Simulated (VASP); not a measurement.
AlCl in VASP: the effect of exact exchange

Crystal: AlCl.

```
Al Cl
1.0
     0.00000    2.84863    2.84863
     2.84863    0.00000    2.84863
     2.84863    2.84863    0.00000
Al Cl
1 1
Direct
  0.50000 0.50000 0.50000
  0.00000 0.00000 0.00000
```

The cell was built by a generator and needn't be a form met in nature.

Alike in all runs:

| Property | Result |
| --- | --- |
| Program | VASP 6.6.1 |
| Task | single point |
| Functional | HSE(alpha, omega) |
| Potentials or basis | VASP PAW PBE potentials, release 64 (Al, Cl) |
| Cutoff | 520 eV |
| k mesh | 4 × 4 × 4 |
| Occupations | fermi-dirac, width 0.05 eV |
| Spin | no spin polarisation |

Task: One run gave: gap on the mesh 0.37 eV; pressure 7.5 GPa. Which exact exchange did it use?
A. 0.3
B. 0.4
C. 0.2
D. 0.25
E. 0.05

Result: B.

```csv
exact exchange,gap on the mesh (eV),pressure (GPa)
0.05,0.46,4.4
0.1,0.40,4.4
0.15,0.34,4.5
0.2,0.26,4.6
0.25,0.17,4.8
0.3,0.01,5.9
0.4,0.37,7.5
0.5,0.65,7.7
```

Caveats: all runs use coarse meshes; the PAW data sets were made with another functional, which shifts forces and pressure a little.

A k mesh can miss the band edges.
